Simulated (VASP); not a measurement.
All values below come from optB88-vdW, VASP's PBE PAW potentials (set 64) (plane waves; VASP).

VASP input:

**POSCAR**
```
CoSi2
1
    0.0000000000     2.6865298205     2.6865298205
    2.6865298205     0.0000000000     2.6865298205
    2.6865298205     2.6865298205     0.0000000000
Co Si
1 2
Direct
  0.0000000000   0.0000000000   0.0000000000
  0.2500000000   0.2500000000   0.2500000000
  0.7500000000   0.7500000000   0.7500000000
```

**KPOINTS**
```
Automatic mesh
0
G
10 10 10
```

INCAR:
```
# general
SYSTEM   = CoSi2
PREC     = Accurate
ENCUT    = 520
LREAL    = .False.
LASPH    = .True.

# electronic loop
EDIFF    = 1E-7
NELM     = 100
ALGO     = Normal
LMAXMIX  = 4

# smearing
ISMEAR   = 1
SIGMA    = 0.1

# functional
GGA      = BO
LUSE_VDW = .True.
AGGAC    = 0.0
PARAM1   = 0.1833333333
PARAM2   = 0.22

# ions
ISIF     = 2

# output
LWAVE    = .False.
LCHARG   = .False.
```

POTCAR, in this order: Co Si (PBE.64 set). Program: vasp_std.

What VASP printed:

**OSZICAR**
```
       N       E                     dE             d eps       ncg     rms          rms(c)
DAV:   1     0.789068493081E+02    0.78907E+02   -0.70596E+03  1128   0.134E+03
DAV:   2    -0.104242758732E+02   -0.89331E+02   -0.83308E+02  1136   0.261E+02
DAV:   3    -0.147927927669E+02   -0.43685E+01   -0.42149E+01  1436   0.668E+01
DAV:   4    -0.148992169606E+02   -0.10642E+00   -0.10619E+00  1388   0.100E+01
DAV:   5    -0.149024808452E+02   -0.32639E-02   -0.32632E-02  1540   0.181E+00    0.126E+01
DAV:   6    -0.175980946996E+02   -0.26956E+01   -0.30128E+01  1420   0.117E+02    0.152E+01
DAV:   7    -0.138645692757E+02    0.37335E+01   -0.13256E+01  1532   0.938E+01    0.313E+00
DAV:   8    -0.138739236627E+02   -0.93544E-02   -0.71955E-01  1320   0.676E+00    0.164E+00
DAV:   9    -0.138498179387E+02    0.24106E-01   -0.96653E-02  1404   0.677E+00    0.368E-01
DAV:  10    -0.138502391922E+02   -0.42125E-03   -0.75249E-03  1524   0.142E+00    0.142E-01
DAV:  11    -0.138499649628E+02    0.27423E-03   -0.10489E-03  1544   0.709E-01    0.307E-02
DAV:  12    -0.138499779146E+02   -0.12952E-04   -0.68527E-05  1348   0.796E-02    0.175E-02
DAV:  13    -0.138499752957E+02    0.26190E-05   -0.86577E-06  1800   0.510E-02    0.553E-03
DAV:  14    -0.138499754787E+02   -0.18303E-06   -0.71803E-07  1336   0.806E-03    0.332E-03
DAV:  15    -0.138499756959E+02   -0.21722E-06   -0.16349E-07   840   0.887E-03    0.732E-04
DAV:  16    -0.138499757286E+02   -0.32668E-07   -0.84832E-08   672   0.223E-03
   1 F= -.13849976E+02 E0= -.13850237E+02  d E =0.784305E-03
```

**OUTCAR**
```
------------------------ aborting loop because EDIFF is reached ----------------------------------------
  FORCE on cell =-STRESS in cart. coord.  units (eV):
  Direction    XX          YY          ZZ          XY          YZ          ZX
  --------------------------------------------------------------------------------------
  Total       -0.0450777     -0.0450777     -0.0450777     -0.0000000     -0.0000000      0.0000000
  in kB       -1.8623748     -1.8623748     -1.8623748     -0.0000000     -0.0000000      0.0000000
  external PRESSURE =      -1.8623748 kB  Pullay stress =       0.0000000 kB
  volume of cell :       38.78
      direct lattice vectors                 reciprocal lattice vectors
     0.000000000  2.686529821  2.686529821    -0.186113698  0.186113698  0.186113698
     2.686529821  0.000000000  2.686529821     0.186113698 -0.186113698  0.186113698
     2.686529821  2.686529821  0.000000000     0.186113698  0.186113698 -0.186113698
 POSITION                                       TOTAL-FORCE (eV/Angst)
 -----------------------------------------------------------------------------------
      0.00000      0.00000      0.00000         0.000000      0.000000      0.000000
      1.34326      1.34326      1.34326         0.000000      0.000000      0.000000
      4.02979      4.02979      4.02979        -0.000000     -0.000000     -0.000000
 -----------------------------------------------------------------------------------
    total drift:                               -0.000000     -0.000000      0.000000
  FREE ENERGIE OF THE ION-ELECTRON SYSTEM (eV)
  ---------------------------------------------------
  free  energy   TOTEN  =       -13.8499757286 eV

  energy  without entropy=      -13.8507600333  energy(sigma->0) =      -13.85023716
```
(Selected blocks of OUTCAR.)

The compound is CoSi2 in the fluorite structure. It was relaxed first. The run is not spin-polarised, so no magnetic state was tried. The electron count is odd and the run is not spin-polarised, which forces a metal.
